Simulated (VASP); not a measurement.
Data:

```
CELL_PARAMETERS angstrom
     -2.09422     2.09422     4.28286
      2.09422    -2.09422     4.28286
      2.09422     2.09422    -4.28286
ATOMIC_POSITIONS crystal
  Sb 0.00000 0.00000 0.00000
  Au 0.75000 0.25000 0.50000
  Au 0.25000 0.75000 0.50000
  Au 0.50000 0.50000 0.00000
```

Level of theory: PBEsol GGA, VASP's PBE PAW potentials (set 64) (plane waves; VASP 6.6.1). Settings: 400 eV cut-off, 12×12×12 Γ-centred mesh, tetrahedra with Blöchl corrections, potentials Sb Au.

The cores are frozen, which limits the accuracy of field gradients.

### Question
Give the principal components of the electric field gradient (V/Å²) and the asymmetry η at each nucleus.

### Answer

```csv
atom,Vxx,Vyy,Vzz,η
Sb1,-14.1,-14.1,28.2,0.00
Au2,-8.9,-8.9,17.8,0.00
Au3,-8.9,-8.9,17.8,0.00
Au4,19.4,19.4,-38.8,0.00
```

The structure comes from a computed database's SbAu3 entry (I4/mmm); how it stands against other phases isn't given here. It was relaxed first, which changed the volume by -6 %.
